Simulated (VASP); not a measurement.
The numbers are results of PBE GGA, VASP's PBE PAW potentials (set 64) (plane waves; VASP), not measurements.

The input files of a VASP run:

### POSCAR
```
TiAl
2.8258870
  1.0000000006   0.0000000000   0.0000000000
  0.0000000000   1.0000000006   0.0000000000
  0.0000000000   0.0000000000   1.4379883209
Ti Al
1 1
Cartesian
  0.0000000000   0.0000000000   0.0000000000
  0.5000000003   0.5000000003   0.7189941605
```

**KPOINTS**
```
k-points along high-symmetry lines
10
Line-mode
Reciprocal
  0.000000   0.000000   0.000000 ! GAMMA
  0.000000   0.500000   0.000000 ! X

  0.000000   0.500000   0.000000 ! X
  0.500000   0.500000   0.000000 ! M

  0.500000   0.500000   0.000000 ! M
  0.000000   0.000000   0.000000 ! GAMMA

  0.000000   0.000000   0.000000 ! GAMMA
  0.000000   0.000000   0.500000 ! Z

  0.000000   0.000000   0.500000 ! Z
  0.000000   0.500000   0.500000 ! R

  0.000000   0.500000   0.500000 ! R
  0.500000   0.500000   0.500000 ! A

  0.500000   0.500000   0.500000 ! A
  0.000000   0.000000   0.500000 ! Z

  0.000000   0.500000   0.000000 ! X
  0.000000   0.500000   0.500000 ! R

  0.500000   0.500000   0.000000 ! M
  0.500000   0.500000   0.500000 ! A
```

INCAR:
```
! general
SYSTEM   =  TiAl
PREC     =  Accurate
ENCUT    =  520
LREAL    =  F
LASPH    =  T
ICHARG   =  11

! electronic loop
EDIFF    =  1E-7
NELM     =  100
ALGO     =  Normal
LMAXMIX  =  4

! smearing
ISMEAR   =  0
SIGMA    =  0.05

! functional
GGA      =  PE

! output
LWAVE    =  F
LCHARG   =  F
LORBIT   =  11
```

POTCAR, in this order: Ti_sv Al (PBE.64 set). Program: vasp_std. Read from the step before: CHGCAR.

The resulting files:

**OSZICAR**
```
       N       E                     dE             d eps       ncg     rms          rms(c)
DAV:   1     0.944214405828E+02    0.94421E+02   -0.76760E+03  1983   0.139E+03
DAV:   2    -0.601015362022E+01   -0.10043E+03   -0.97279E+02  2016   0.339E+02
DAV:   3    -0.123158638612E+02   -0.63057E+01   -0.60360E+01  3219   0.808E+01
DAV:   4    -0.125084747251E+02   -0.19261E+00   -0.18955E+00  2356   0.120E+01
DAV:   5    -0.125175579944E+02   -0.90833E-02   -0.90686E-02  2896   0.223E+00
DAV:   6    -0.125177128872E+02   -0.15489E-03   -0.15489E-03  2435   0.243E-01
DAV:   7    -0.125177206968E+02   -0.78096E-05   -0.78111E-05  2975   0.386E-02
DAV:   8    -0.125177208627E+02   -0.16588E-06   -0.16584E-06  2323   0.461E-03
DAV:   9    -0.125177208731E+02   -0.10399E-07   -0.10038E-07  1683   0.818E-04
   1 F= -.12517721E+02 E0= -.12515559E+02  d E =-.432418E-02
```

**OUTCAR**
```
 val. band max:        8.0749981926   @ k =   0.0000   0.5000   0.0000

 cond. band min:       8.1177358995   @ k =   0.5000   0.5000   0.0000



 k-point     1 :       0.0000    0.0000    0.0000
  band No.  band energies     occupation
      1     -48.3074      2.00000
      2     -24.7091      2.00000
      3     -24.2595      2.00000
      4     -24.2595      2.00000
      5      -0.7169      2.00000
      6       6.4656      2.00000
      7       7.4873      2.00000
      8       7.9797      1.99972
      9      10.4708      0.00000
     10      10.4708      0.00000
     11      11.6183      0.00000

 k-point     2 :       0.0000    0.0556    0.0000
  band No.  band energies     occupation
      1     -48.3057      2.00000
      2     -24.7074      2.00000
      3     -24.2741      2.00000
      4     -24.2582      2.00000
      5      -0.6562      2.00000
      6       6.5155      2.00000
      7       7.5106      2.00000
      8       7.9241      2.00000
      9      10.4810      0.00000
     10      10.5400      0.00000
     11      11.5574      0.00000

 k-point     3 :       0.0000    0.1111    0.0000
  band No.  band energies     occupation
      1     -48.3008      2.00000
      2     -24.7024      2.00000
      3     -24.3159      2.00000
      4     -24.2546      2.00000
      5      -0.4748      2.00000
      6       6.6574      2.00000
      7       7.5691      2.00000
      8       7.7742      2.00000
      9      10.5106      0.00000
     10      10.7349      0.00000
     11      11.3897      0.00000

 k-point     4 :       0.0000    0.1667    0.0000
  band No.  band energies     occupation
      1     -48.2932      2.00000
      2     -24.6949      2.00000
      3     -24.3796      2.00000
      4     -24.2491      2.00000
      5      -0.1758      2.00000
      6       6.8672      2.00000
      7       7.5659      2.00000
      8       7.6193      2.00000
      9      10.5563      0.00000
     10      11.0296      0.00000
...
```

The density is held fixed in this step, so its total energy and stress have no physical meaning.

The compound is TiAl in the L1_0 structure. It was relaxed first. The electron count is odd and the run is not spin-polarised, which forces a metal.
